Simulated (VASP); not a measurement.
An input for Quantum ESPRESSO's pw.x (written as the equivalent of a VASP run, and not itself run):

```
&CONTROL
  calculation = 'scf'
  pseudo_dir = './pseudo'
  outdir = './out'
  tprnfor = .true.
  tstress = .true.
/
&SYSTEM
  ibrav = 0
  nat = 3
  ntyp = 2
  ecutwfc = 84
  occupations = 'smearing'
  smearing = 'gaussian'
  degauss = 0.000735
  input_dft = 'pz'
/
&ELECTRONS
  conv_thr = 7.3e-08
  electron_maxstep = 100
/
ATOMIC_SPECIES
  Mg 24.305 Mg.upf
  Br 79.904 Br.upf
CELL_PARAMETERS angstrom
     3.7614190    0.0000000    0.0000000
    -1.8807090    3.2574840    0.0000000
     0.0000000    0.0000000    6.2425120
ATOMIC_POSITIONS crystal
  Mg   0.0000000  0.0000000  0.0000000
  Br   0.3333330  0.6666670  0.2334800
  Br   0.6666670  0.3333330  0.7665200
K_POINTS automatic
  10 10 6 0 0 0
```

### Question
Write the VASP files for the same calculation (LDA).

### Answer
Several could match; the one computed here: 
POSCAR:
```
MgBr2
1
    3.7614190000     0.0000000000     0.0000000000
   -1.8807090000     3.2574840000     0.0000000000
    0.0000000000     0.0000000000     6.2425120000
Mg Br
1 2
Direct
  0.0000000000   0.0000000000   0.0000000000
  0.3333330000   0.6666670000   0.2334800000
  0.6666670000   0.3333330000   0.7665200000
```

KPOINTS:
```
Automatic mesh
0
Gamma
10 10 6
0 0 0
```

### INCAR
```
! general
SYSTEM =MgBr2
PREC   =Accurate
ENCUT  =300
LREAL  =.FALSE.
LASPH  =.TRUE.

! electronic loop
EDIFF  =1E-6
NELM   =100
ALGO   =Normal
LMAXMIX=4

! smearing
ISMEAR =0
SIGMA  =0.01

! ions
ISIF   =2

! output
LWAVE  =.FALSE.
LCHARG =.FALSE.
```

POTCAR, in this order: Mg Br (LDA.64 set). Program: vasp_std.

What does not carry over: the potentials are each code's own (VASP's PAW set, PseudoDojo norm-conserving files in pw.x), so ENCUT and ecutwfc are chosen apart and not converted; conv_thr bounds pw.x's estimated SCF error, while EDIFF bounds the energy change between steps.

The structure comes from a computed database's MgBr2 entry (P-3m1); how it stands against other phases isn't given here. The cell was not relaxed at this level.
